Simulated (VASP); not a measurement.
Level of theory: PBE GGA with spin-orbit coupling, VASP's PBE PAW potentials (set 64) (plane waves; VASP).

Input for VASP

INCAR:
```
SYSTEM = NaTc2
PREC = Accurate
ENCUT = 300
EDIFF = 1E-6
NELM = 100
ALGO = Normal
LREAL = .FALSE.
LASPH = .TRUE.
ISMEAR = -1
SIGMA = 0.1
GGA = PE
LMAXMIX = 4
LWAVE = .FALSE.
LCHARG = .FALSE.
ISIF = 2
LSORBIT = .TRUE.
LNONCOLLINEAR = .TRUE.
MAGMOM = 0.0 0.0 0.0 0.0 0.0 0.0 0.0 0.0 0.0 0.0 0.0 0.0 0.0 0.0 0.0 0.0 0.0 0.0
GGA_COMPAT = .FALSE.
LORBIT = 11
```

File KPOINTS:
```
Automatic mesh
0
Gamma
5 5 5
0 0 0
```

File POSCAR:
```
NaTc2
1
    0.0000000000     3.8403060000     3.8403060000
    3.8403060000     0.0000000000     3.8403060000
    3.8403060000     3.8403060000     0.0000000000
Tc Na
4 2
Direct
  0.1250000000   0.1250000000   0.1250000000
  0.6250000000   0.1250000000   0.1250000000
  0.1250000000   0.6250000000   0.1250000000
  0.1250000000   0.1250000000   0.6250000000
  0.7500000000   0.7500000000   0.7500000000
  0.5000000000   0.5000000000   0.5000000000
```

POTCAR, in this order: Tc_pv Na_pv (PBE.64 set). Program: vasp_ncl.

At this cut-off the stress carries a Pulay error, which pulls relaxed volumes low.

Task: Predict the energy per atom (σ→0), pressure, band gap (on the k-mesh).

Result: 
| Item | Result |
|---|---|
| energy per atom (σ→0) | -6.549 eV/atom |
| band gap (on the k-mesh) | none (metal, semimetal or under 0.01 eV) |
| pressure | -9.94 GPa |

### OSZICAR
```
...
DAV:   7    -0.394600339420E+02    0.87501E-01   -0.63213E-01  2010   0.342E+00    0.217E+00
DAV:   8    -0.394228880132E+02    0.37146E-01   -0.74163E-02  1930   0.136E+00    0.970E-01
DAV:   9    -0.394217090863E+02    0.11789E-02   -0.53928E-03  2100   0.390E-01    0.190E-01
DAV:  10    -0.394214971538E+02    0.21193E-03   -0.11851E-03  1928   0.204E-01    0.102E-01
DAV:  11    -0.394215148202E+02   -0.17666E-04   -0.25611E-04  1820   0.101E-01    0.325E-02
DAV:  12    -0.394215104430E+02    0.43772E-05   -0.19213E-05  2046   0.362E-02    0.452E-03
DAV:  13    -0.394215108153E+02   -0.37237E-06   -0.14550E-06  1186   0.871E-03
   1 F= -.39421511E+02 E0= -.39295252E+02  d E =-.252518E+00  mag=    -0.0000     0.0000    -0.0000
```

The structure was generated: NaTc2 was put into an ordered model structure, which need not be its known phase. The cell was not relaxed at this level. The run is one of a series of settings (GGA_COMPAT = .FALSE., LNONCOLLINEAR = .TRUE., LSORBIT = .TRUE., MAGMOM = 0.0 0.0 0.0 0.0 0.0 0.0 0.0 0.0 0.0 0.0 0.0 0.0 0.0 0.0 0.0 0.0 0.0 0.0, program vasp_ncl against the base run), some of them coarse on purpose.
